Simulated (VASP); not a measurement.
Consider the following.

```
CELL_PARAMETERS angstrom
      4.96259     0.00000     0.00000
     -2.48130     4.29773     0.00000
      0.00000     0.00000     3.08428
ATOMIC_POSITIONS crystal
  Hf 0.66667 0.33333 0.50000
  Hf 0.33333 0.66667 0.50000
  Hf 0.00000 0.00000 0.00000
```

The numbers are results of r2SCAN meta-GGA with spin-orbit coupling, VASP's PBE PAW potentials (set 64) (plane waves; VASP), not measurements. Numerical set-up: 400 eV cut-off, 7×7×9 Γ-centred mesh, Gaussian smearing of 0.050 eV, potentials Hf_pv.

### Question
Give the energies of bands 23 to 36 at the high-symmetry points, in eV from the Fermi level.

### Answer

```tsv
band	Γ	M	K	A	L	H
23	-0.95	-3.67	-4.30	-2.62	-2.13	-2.05
24	-0.95	-3.67	-4.30	-2.62	-2.13	-2.05
25	-0.86	-0.46	-0.29	-2.44	-1.48	-1.41
26	-0.86	-0.46	-0.29	-2.44	-1.48	-1.41
27	-0.61	-0.33	-0.20	-2.03	-0.87	-1.30
28	-0.61	-0.33	-0.20	-2.03	-0.87	-1.30
29	-0.55	-0.32	-0.13	-1.98	-0.84	-1.17
30	-0.55	-0.32	-0.13	-1.98	-0.84	-1.17
31	-0.52	0.23	0.39	1.29	0.49	0.69
32	-0.52	0.23	0.39	1.29	0.49	0.69
33	1.29	0.92	0.40	1.61	0.70	0.95
34	1.29	0.92	0.40	1.61	0.70	0.95
35	2.12	1.00	0.52	2.21	1.22	1.19
36	2.12	1.00	0.52	2.21	1.22	1.19
```

It has no gap at this level: it comes out as a metal or semimetal.

The structure comes from a computed database's Hf entry (P6/mmm); how it stands against other phases isn't given here. It was relaxed first.
